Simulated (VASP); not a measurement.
Input of a VASP 6.6.1 run:

The input INCAR:

```
PREC = Accurate
ENCUT = 600
EDIFF = 1E-6
ISMEAR = -1
SIGMA = 0.05
LREAL = False
LASPH = True
NELM = 60
ALGO = Normal
ISIF = 3
LWAVE = False
LCHARG = False
IBRION = 2
NSW = 60
EDIFFG = -0.01
PSTRESS = 300
```

The input KPOINTS:

```
Automatic mesh
0
Gamma
  5 5 5
```

Contents of POSCAR:

```
NbZn4
1.0
    4.4613500000      0.0000000000      0.0000000000
    0.0000000000      4.4613500000      0.0000000000
    0.0000000000      0.0000000000      4.4613500000
Nb Zn
1 4
Direct
    0.0000000000      0.0000000000      0.0000000000
    0.5000000000      0.5000000000      0.5000000000
    0.0000000000      0.5000000000      0.5000000000
    0.5000000000      0.0000000000      0.5000000000
    0.5000000000      0.5000000000      0.0000000000
```

Potentials or basis: VASP PAW LDA potentials, release 64 (Nb_sv, Zn).

The run is started by

```bash
$ cat potpaw_LDA.64/Nb_sv/POTCAR potpaw_LDA.64/Zn/POTCAR > POTCAR
$ mpirun -np 1 vasp_std > vasp.out
```

(1) Estimate the relaxed volume.

(2) Predict the band gap on the k mesh.

(3) Predict the space group after relaxing (to 0.05 Å).

Answers

(1) 13.60 Å³/atom.

(2) none (metal or under the smearing width).

(3) Pm-3m (No. 221).

Caveat: the cell is relaxed towards a set pressure, so the enthalpy falls and the energy may rise; the volume moved by over 15 % at a fixed basis, so the end points are rough.
